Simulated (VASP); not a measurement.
Level of theory: LDA (Ceperley-Alder, Perdew-Zunger), VASP's LDA PAW potentials (set 64) (plane waves; VASP 6.6.1).

Input for VASP

**INCAR**
```
SYSTEM = BAs
PREC = Accurate
ENCUT = 400
EDIFF = 1E-6
NELM = 100
ALGO = Normal
LREAL = .FALSE.
LASPH = .TRUE.
ISMEAR = -1
SIGMA = 0.05
LMAXMIX = 4
LWAVE = .FALSE.
LCHARG = .FALSE.
ISIF = 2
```

**KPOINTS**
```
Automatic mesh
0
Gamma
 3 3 3
0 0 0
```

### POSCAR
```
BAs
2.390
  0.0000000000   1.0000000000   1.0000000000
  1.0000000000   0.0000000000   1.0000000000
  1.0000000000   1.0000000000   0.0000000000
B As
1 1
Cartesian
  0.0000000000   0.0000000000   0.0000000000
  0.5000000000   0.5000000000   0.5000000000
```

POTCAR, in this order: B As (LDA.64 set). Program: vasp_std.

Output of the run:

**OUTCAR**
```
 ion  position               nearest neighbor table
   1  0.000  0.000  0.000-   2 2.07   2 2.07   2 2.07   2 2.07
   2  0.250  0.250  0.250-   1 2.07   1 2.07   1 2.07   1 2.07
  LATTYP: Found a face centered cubic cell.
 ALAT       =     4.7800000000
 Subroutine PRICEL returns:
 Original cell was already a primitive cell.
 Subroutine GETGRP returns: Found 24 space group operations
The static configuration has the point symmetry T_d .
The dynamic configuration has the point symmetry T_d .
 Subroutine INISYM returns: Found 24 space group operations
 Subroutine IBZKPT returns following result:
 Found      4 irreducible k-points:

 Following reciprocal coordinates:
            Coordinates               Weight
  0.000000  0.000000  0.000000      1.000000
  0.333333  0.000000  0.000000      8.000000
  0.333333  0.333333  0.000000      6.000000
 -0.333333  0.333333  0.000000     12.000000
   k-points           NKPTS =      4   k-points in BZ     NKDIM =      4   number of bands    NBANDS=      8
   number of dos      NEDOS =    301   number of ions     NIONS =      2
   total plane-waves  NPLWV =  13824
   dimension x,y,z NGX =    24 NGY =   24 NGZ =   24
   dimension x,y,z NGXF=    48 NGYF=   48 NGZF=   48
...
```

File OSZICAR:
```
       N       E                     dE             d eps       ncg     rms          rms(c)
DAV:   1     0.974539687587E+01    0.97454E+01   -0.35235E+03    64   0.714E+02
DAV:   2    -0.127905411679E+02   -0.22536E+02   -0.22536E+02    96   0.966E+01
DAV:   3    -0.131165233267E+02   -0.32598E+00   -0.32598E+00    80   0.161E+01
DAV:   4    -0.131169023867E+02   -0.37906E-03   -0.37906E-03    88   0.546E-01
DAV:   5    -0.131169025085E+02   -0.12178E-06   -0.12174E-06    72   0.998E-03    0.520E+00
DAV:   6    -0.123923669184E+02    0.72454E+00   -0.23131E+00    72   0.763E+00    0.244E+00
DAV:   7    -0.122957548151E+02    0.96612E-01   -0.20824E-01    88   0.288E+00    0.942E-01
DAV:   8    -0.122779540694E+02    0.17801E-01   -0.38246E-02    72   0.122E+00    0.117E-01
DAV:   9    -0.122780192630E+02   -0.65194E-04   -0.71759E-04    80   0.214E-01    0.726E-02
DAV:  10    -0.122780463876E+02   -0.27125E-04   -0.13279E-04    72   0.822E-02    0.191E-02
DAV:  11    -0.122780476717E+02   -0.12841E-05   -0.15002E-06    80   0.114E-02    0.148E-02
DAV:  12    -0.122780474219E+02    0.24983E-06   -0.12174E-06    40   0.592E-03
   1 F= -.12278047E+02 E0= -.12278046E+02  d E =-.346514E-05
```

**OUTCAR**
```
------------------------ aborting loop because EDIFF is reached ----------------------------------------
  FORCE on cell =-STRESS in cart. coord.  units (eV):
  Direction    XX          YY          ZZ          XY          YZ          ZX
  --------------------------------------------------------------------------------------
  Total       -0.1911525     -0.1911525     -0.1911525      0.0000000      0.0000000     -0.0000000
  in kB      -11.2167455    -11.2167455    -11.2167455      0.0000000      0.0000000     -0.0000000
  external PRESSURE =     -11.2167455 kB  Pullay stress =       0.0000000 kB
  volume of cell :       27.30
      direct lattice vectors                 reciprocal lattice vectors
     0.000000000  2.390000000  2.390000000    -0.209205021  0.209205021  0.209205021
     2.390000000  0.000000000  2.390000000     0.209205021 -0.209205021  0.209205021
     2.390000000  2.390000000  0.000000000     0.209205021  0.209205021 -0.209205021
  FREE ENERGIE OF THE ION-ELECTRON SYSTEM (eV)
  ---------------------------------------------------
  free  energy   TOTEN  =       -12.2780474219 eV

  energy  without entropy=      -12.2780439567  energy(sigma->0) =      -12.27804569
```
(Selected blocks of OUTCAR.)

At this cut-off the stress carries a Pulay error, which pulls relaxed volumes low.

The structure is a typed BAs crystal (F-43m). The cell was not relaxed at this level. The k-mesh is coarse (spacing up to 0.76 per Å, 2π included), so the numbers may not be converged in it. The run is one of a series of settings (KPOINTS 3×3×3 Γ-centred mesh against the base run), some of them coarse on purpose.
